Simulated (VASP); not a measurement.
# What spin-orbit coupling changes in Si2W

What does spin-orbit coupling change in Si2W, and what does it cost? All runs use PBEsol. Left out of this account: 1 further run (fields: a reference on another mesh). The start is a cell from a database of measured crystal structures.

Method: PBEsol; plane waves and PAW (Si, W), in the first sound run; inputs show where later runs differ, in VASP 6.6.1.

**1. Set-up**

It takes space group I4/mmm (No. 139, tetragonal). The conventional cell has a = 3.214 Å, b = 3.214 Å, c = 7.830 Å, α = 90.00°, β = 90.00°, γ = 90.00°. Nearest to Si lie 5 Si at 2.59 to 2.63 Å and 5 W at 2.62 Å. Nearest to W lie 10 Si at 2.62 Å. Farther neighbours are not listed.

Coordinates:

```
Si W
1.0
     0.00000   -3.21380    0.00000
    -3.21380    0.00000    0.00000
     1.60690   -1.60690   -3.91495
Si W
2 1
Cartesian
  -1.6069 -1.6069 -1.2943
  0.0000 -3.2138 -2.6207
  0.0000 0.0000 0.0000
```

**2. Bands along the symmetry lines (PBEsol)**

Levels along the symmetry lines show where the bands peak and cross; KPOINTS_OPT computes them in the converged potential. PBEsol restores the gradient expansion of exchange and is tuned for the cells of solids.

File INCAR:

```
SYSTEM = Si2W
PREC = Accurate
ENCUT = 400
EDIFF = 1E-06
NELM = 100
ISMEAR = -1
SIGMA = 0.05
LREAL = .FALSE.
ALGO = Normal
GGA = PS
NBANDS = 20
LASPH = .TRUE.
LORBIT = 11
LWAVE = .FALSE.
LCHARG = .FALSE.
KPAR = 4
```

File POSCAR:

```
Si2W
1.0
    0.0000000000     -3.2138000000      0.0000000000
   -3.2138000000      0.0000000000      0.0000000000
    1.6069000000     -1.6069000000     -3.9149500000
Si W
2 1
Direct
    0.3347000000      0.6653000000      0.3306000000
    0.6653000000      0.3347000000      0.6694000000
    0.0000000000      0.0000000000      0.0000000000
```

File KPOINTS:

```
Automatic mesh
0
Gamma
9 9 9
0 0 0
```

File KPOINTS_OPT:

```
Line mode
16
Line-mode
Reciprocal
  0.00000000   0.00000000   0.00000000 GAMMA
  0.50000000  -0.50000000   0.50000000 X

  0.50000000  -0.50000000   0.50000000 X
  0.58423552  -0.41576448   0.50000000 Y

  0.58423552  -0.41576448   0.50000000 Y
  0.58423552   0.00000000   0.29211776 S

  0.58423552   0.00000000   0.29211776 S
  0.00000000   0.00000000   0.00000000 GAMMA

  0.00000000   0.00000000   0.00000000 GAMMA
  0.00000000   0.00000000  -0.50000000 Z

  0.00000000   0.00000000  -0.50000000 Z
  0.41576448   0.00000000  -0.29211776 S1

  0.41576448   0.00000000  -0.29211776 S1
  0.50000000   0.00000000   0.00000000 N

  0.50000000   0.00000000   0.00000000 N
  0.50000000  -0.50000000   0.25000000 P

  0.50000000  -0.50000000   0.25000000 P
  0.41576448  -0.41576448  -0.08423552 Y1

  0.41576448  -0.41576448  -0.08423552 Y1
  0.00000000   0.00000000  -0.50000000 Z

  0.50000000  -0.50000000   0.50000000 X
  0.50000000  -0.50000000   0.25000000 P
```

Potentials, in the order of the species: Si and W (PBE family, release 64).

On the command line:

```bash
mpirun -np 4 vasp_std
```

What it wrote:

```text
[banner, memory and clock lines left out]
running    4 mpi-ranks, on    1 nodes
 distrk:  each k-point on    1 cores,    4 groups
 distr:  one band on    1 cores,    1 groups

 POSCAR found type information on POSCAR SiW
 POSCAR found :  2 types and       3 ions
|                                                                             |
|               ----> ADVICE to this user running VASP <----                  |
|                                                                             |
|     You enforced a specific xc type in the INCAR file but a different       |
|     [... a line on the potential file left out ...]
|     I HOPE YOU KNOW WHAT YOU ARE DOING!                                     |
|                                                                             |

 LDA part: xc-table for (Slater+PW92), standard interpolation
 POSCAR, INCAR and KPOINTS ok, starting setup
 FFT: planning ... GRIDC
 FFT: planning ... GRID_SOFT
 FFT: planning ... GRID
 WAVECAR not read
 entering main loop
       N       E                     dE             d eps       ncg     rms          rms(c)
DAV:   1     0.140872619180E+02    0.14087E+02   -0.47016E+03  3032   0.487E+02
DAV:   2    -0.262128312550E+02   -0.40300E+02   -0.37053E+02  3616   0.121E+02
DAV:   3    -0.276118579491E+02   -0.13990E+01   -0.13770E+01  3820   0.177E+01
DAV:   4    -0.276190789557E+02   -0.72210E-02   -0.72182E-02  3540   0.166E+00
DAV:   5    -0.276191310707E+02   -0.52115E-04   -0.52113E-04  3792   0.132E-01    0.264E+01
DAV:   6    -0.268662041207E+02    0.75293E+00   -0.10011E+00  4316   0.594E+00    0.109E+01
DAV:   7    -0.267455497064E+02    0.12065E+00   -0.17733E-01  3292   0.217E+00    0.572E+00
DAV:   8    -0.267210885689E+02    0.24461E-01   -0.37035E-02  3528   0.102E+00    0.632E-01
DAV:   9    -0.267207157312E+02    0.37284E-03   -0.17034E-03  3320   0.223E-01    0.388E-01
DAV:  10    -0.267206831804E+02    0.32551E-04   -0.20969E-04  3628   0.660E-02    0.944E-02
DAV:  11    -0.267206499992E+02    0.33181E-04   -0.49526E-05  3396   0.351E-02    0.264E-02
DAV:  12    -0.267206500656E+02   -0.66339E-07   -0.20366E-06  3508   0.803E-03
   1 F= -.26720650E+02 E0= -.26719223E+02  d E =-.285334E-02
 Start KPOINTS_OPT (optional k-point list driver)
k-point batch [1-75\176]
       N       E                     dE             ncg
DAV:   1     0.882258916930E+04   -0.17315E+05     3000
DAV:   2     0.567035094434E+04   -0.31522E+04     3732
DAV:   3     0.555989592701E+04   -0.11046E+03     3808
DAV:   4     0.555932936724E+04   -0.56656E+00     3824
DAV:   5     0.555932514865E+04   -0.42186E-02     3760
DAV:   6     0.555932510258E+04   -0.46068E-04     3872
DAV:   7     0.555932510200E+04   -0.57863E-06     3284
[...]
k-point batch [151-176\176]
       N       E                     dE             ncg
DAV:   1     0.265430484979E+05   -0.87903E+04     1040
DAV:   2     0.255119422468E+05   -0.10311E+04     1308
DAV:   3     0.254776636703E+05   -0.34279E+02     1328
DAV:   4     0.254774694024E+05   -0.19427E+00     1316
DAV:   5     0.254774680467E+05   -0.13557E-02     1284
DAV:   6     0.254774680334E+05   -0.13244E-04     1344
DAV:   7     0.254774680333E+05   -0.13552E-06     1060
```

Wall time 20 s (4 MPI ranks of AMD EPYC 7R43, shared host); peak memory 0.62 GiB.

Lines that name or quote the potential files are left out of all logs, and their timing lines are given in words.

From OUTCAR (step 2):

```text
ion  position               nearest neighbor table
   1  0.335  0.665  0.331-   2 2.59   3 2.62   3 2.62   3 2.62   3 2.62   3 2.62   2 2.63   2 2.63
                             2 2.63   2 2.63
   2  0.665  0.335  0.669-   1 2.59   3 2.62   3 2.62   3 2.62   3 2.62   3 2.62   1 2.63   1 2.63
                             1 2.63   1 2.63
   3  0.000  0.000  0.000-   1 2.62   2 2.62   2 2.62   1 2.62   2 2.62   1 2.62   1 2.62   2 2.62
                             1 2.62   2 2.62

  LATTYP: Found a body centered tetragonal cell.
 ALAT       =     3.2138000000
 C/A-ratio  =     2.4363370465

 Subroutine GETGRP returns: Found 16 space group operations
 (whereof 16 operations were pure point group operations)

The static configuration has the point symmetry D_4h.

 Found     75 irreducible k-points:

   k-points           NKPTS =     75   k-points in BZ     NKDIM =     75   number of bands    NBANDS=     20

   dimension x,y,z NGX =    24 NGY =   24 NGZ =   30
   dimension x,y,z NGXF=    48 NGYF=   48 NGZF=   60

   ENCUT  =  400.0 eV  29.40 Ry    5.42 a.u.   5.24  5.24  7.38*2*pi/ulx,y,z

   NELECT =      14.0000    total number of electrons

 k-points in reciprocal lattice and weights: Automatic mesh
   0.00000000  0.00000000  0.00000000       0.001
   0.11111111  0.00000000  0.00000000       0.011
   0.22222222  0.00000000 -0.00000000       0.011
   0.33333333  0.00000000  0.00000000       0.011
   0.44444444  0.00000000 -0.00000000       0.011
   0.11111111  0.11111111  0.00000000       0.005
   0.22222222  0.11111111 -0.00000000       0.022
   0.33333333  0.11111111 -0.00000000       0.022
   0.44444444  0.11111111 -0.00000000       0.022
[...]
0.00000000  0.00000000  0.44444444       0.003
  -0.11111111  0.00000000  0.44444444       0.005

 average (electrostatic) potential at core
       1 -79.0886       2 -79.0886       3 -34.6610

 E-fermi :  10.3586

 k-point     1 :       0.0000    0.0000    0.0000
  band No.  band energies     occupation
    ...
      2       3.5841      2.00000
      3       6.7149      2.00000
      4       7.0810      2.00000
      5       7.5987      2.00000
      6       7.5987      2.00000
      7      11.0339      0.00000
      8      13.2228      0.00000
      9      13.3953      0.00000
     10      13.5655      0.00000
     11      13.5655      0.00000
    ...

 k-point     2 :       0.1111    0.0000    0.0000
  band No.  band energies     occupation
    ...
      3       6.0821      2.00000
      4       7.0702      2.00000
      5       7.7552      2.00000
      6       7.8306      2.00000
      7      10.2590      1.75990
      8      12.5598      0.00000
      9      12.9580      0.00000
     10      14.0428      0.00000
     11      14.4340      0.00000
     12      15.2680      0.00000
    ...

 k-point     3 :       0.2222    0.0000   -0.0000
  band No.  band energies     occupation
    ...
      3       5.1786      2.00000
      4       6.7586      2.00000
      5       7.9894      2.00000
      6       8.1495      2.00000
      7       9.2233      2.00000
      8      11.7428      0.00000
      9      12.6270      0.00000
     10      14.9221      0.00000
     11      14.9628      0.00000
     12      15.7112      0.00000
    ...

  Total       -0.5865396     -0.5865396     -0.5301663      0.0000000      0.0000000     -0.0000000
  in kB      -23.2404232    -23.2404232    -21.0067469      0.0000000      0.0000000     -0.0000000
  external PRESSURE =     -22.4958644 kB  Pullay stress =       0.0000000 kB

  energy-cutoff  :      400.00
  volume of cell :       40.44
      direct lattice vectors                 reciprocal lattice vectors
     0.000000000 -3.213800000  0.000000000     0.000000000 -0.311158131  0.127715552
    -3.213800000  0.000000000  0.000000000    -0.311158131  0.000000000 -0.127715552
     1.606900000 -1.606900000 -3.914950000     0.000000000  0.000000000 -0.255431104

 POSITION                                       TOTAL-FORCE (eV/Angst)
 -----------------------------------------------------------------------------------
     -1.60690     -1.60690     -1.29428         0.000000     -0.000000      0.014896
      0.00000     -3.21380     -2.62067        -0.000000      0.000000     -0.014896
      0.00000      0.00000      0.00000        -0.000000      0.000000      0.000000
 -----------------------------------------------------------------------------------
    total drift:                               -0.000000      0.000000      0.000000

  FREE ENERGIE OF THE ION-ELECTRON SYSTEM (eV)
  ---------------------------------------------------
  free  energy   TOTEN  =       -26.7206500656 eV

  energy  without entropy=      -26.7177967271  energy(sigma->0) =      -26.71922340

 total charge
# of ion       s       p       d       tot
------------------------------------------
    1        0.736   0.889   0.000   1.625
    2        0.736   0.889   0.000   1.625
    3        0.558   0.674   4.518   5.750
--------------------------------------------------
tot          2.030   2.452   4.518   9.001

[... 3 further parts left out ...]
```

Spin-orbit coupling is off here; with elements this heavy it splits and shifts levels by tenths of an eV or more. The cell is typed on its shortest vectors, so the axes of tensors and the coordinates of k-points follow the printed cell and not the standard setting. The PAW data sets were made with PBE, which is usual practice but a small mismatch for other functionals. At this level the cell is under a tension of 2.2 GPa, so at these settings it is away from equilibrium. The data set W keeps the semicore shell frozen, which is cheaper and a little less accurate.

Numbers from this step:

```yaml
scf_cycles: 12
electrons: 14
bands: 20
irreducible_k_points: 75
symmetry_operations: 16
free_energy_toten: -26.72 eV
energy_at_zero_smearing: -26.72 eV
fermi_energy: 10.36 eV
pressure: -2.250 GPa
metallic: yes
```

Electronic bands along the path, in eV, zero at the Fermi level; # counts the bands kept, so #1 is VASP's band 2:

| point | #3 | #4 | #5 | #6 | #7 | #8 | #9 | #10 |
| --- | --- | --- | --- | --- | --- | --- | --- | --- |
| Γ | -3.28 | -2.76 | -2.76 | 0.68 | 2.86 | 3.04 | 3.21 | 3.21 |
| 0.53 of the way | -5.43 | -3.15 | -2.67 | -1.99 | 2.84 | 3.37 | 3.86 | 4.31 |
| X | -5.39 | -4.93 | -3.18 | -1.70 | 2.94 | 3.01 | 3.18 | 3.97 |
| 0.47 of the way | -4.95 | -4.95 | -3.15 | -1.85 | 2.63 | 2.75 | 3.17 | 4.37 |
| Y | -5.05 | -3.98 | -3.04 | -2.25 | 2.09 | 2.19 | 3.09 | 5.24 |
| 0.47 of the way | -3.67 | -2.90 | -2.66 | -1.57 | 1.49 | 1.99 | 2.78 | 4.21 |
| S | -2.99 | -2.62 | -2.39 | -0.26 | 1.86 | 2.60 | 3.64 | 4.54 |
| 0.47 of the way | -4.14 | -2.53 | -1.95 | -1.78 | 1.67 | 2.43 | 3.76 | 5.07 |
| Γ | -3.28 | -2.76 | -2.76 | 0.68 | 2.86 | 3.04 | 3.21 | 3.21 |
| 0.47 of the way | -2.41 | -2.26 | -2.26 | 0.75 | 1.64 | 1.82 | 1.82 | 4.11 |
| Z | -2.51 | -0.73 | -0.73 | -0.43 | -0.43 | 0.85 | 4.68 | 4.97 |
| 0.47 of the way | -2.85 | -1.63 | -1.27 | -0.26 | 0.06 | 1.68 | 4.24 | 5.59 |
| S1 | -2.99 | -2.62 | -2.39 | -0.26 | 1.86 | 2.60 | 3.64 | 4.54 |
| 0.47 of the way | -3.61 | -2.68 | -2.63 | -0.35 | 2.45 | 3.04 | 3.27 | 4.34 |
| N | -4.79 | -2.72 | -2.70 | -0.37 | 2.74 | 2.92 | 4.08 | 4.49 |
| 0.53 of the way | -4.24 | -3.51 | -2.20 | -2.05 | 0.41 | 2.75 | 3.68 | 3.76 |
| P | -6.51 | -2.94 | -2.36 | -2.36 | 0.19 | 3.01 | 3.66 | 4.18 |
| 0.47 of the way | -5.74 | -3.65 | -2.86 | -2.06 | 1.16 | 2.78 | 3.69 | 4.08 |
| Y1 | -5.05 | -3.98 | -3.04 | -2.25 | 2.09 | 2.19 | 3.09 | 5.24 |
| 0.47 of the way | -4.89 | -1.95 | -1.80 | -0.68 | 0.22 | 1.88 | 3.12 | 5.65 |
| Z | -2.51 | -0.73 | -0.73 | -0.43 | -0.43 | 0.85 | 4.68 | 4.97 |
| jump to X | -5.39 | -4.93 | -3.18 | -1.70 | 2.94 | 3.01 | 3.18 | 3.97 |
| 0.47 of the way | -6.12 | -3.90 | -2.94 | -1.86 | 1.43 | 3.01 | 3.61 | 4.02 |
| P | -6.51 | -2.94 | -2.36 | -2.36 | 0.19 | 3.01 | 3.66 | 4.18 |

Of the projections kept (Si, W), the largest for each band there; the rest of the weight can lie on other orbitals:

| point | #3 | #4 | #5 | #6 | #7 | #8 | #9 | #10 |
| --- | --- | --- | --- | --- | --- | --- | --- | --- |
| Γ | W 1.00 | W 0.68 | W 0.68 | W 1.00 | Si 0.72 | - | Si 0.62 | Si 0.62 |
| X | Si 0.90 | W 0.66 | W 0.86 | W 0.64 | Si 0.73 | W 1.00 | W 0.95 | W 0.89 |
| Y | W 0.65 | Si 0.67 | W 0.87 | W 0.73 | Si 0.54 | W 0.98 | W 0.89 | W 0.74 |
| S | W 0.85 | W 0.80 | W 0.74 | W 0.99 | W 0.92 | W 0.91 | W 0.55 | Si 0.89 |
| Γ | W 1.00 | W 0.68 | W 0.68 | W 1.00 | Si 0.72 | - | Si 0.62 | Si 0.62 |
| Z | W 0.91 | Si 0.80 | Si 0.80 | W 0.93 | W 0.93 | W 1.00 | Si 0.98 | Si 0.69 |

There is no gap at this level.

[end of part 1 of 4]

[Lines on the potential files, build, host, timing and source positions are cut from VASP's logs without a mark.]

[Logs are printed without paths, hosts, clocks, repeated set-up lines and the standing remarks that a program may print on its own settings, such as how far it seeks lower states.]

[Hosts, paths, dates, database ids (printed as entryN), source tags and the programs' standing remarks are cut or masked in the printed files.]

[A measured line is paired with the nearest computed mode of its activity, which favours agreement.]
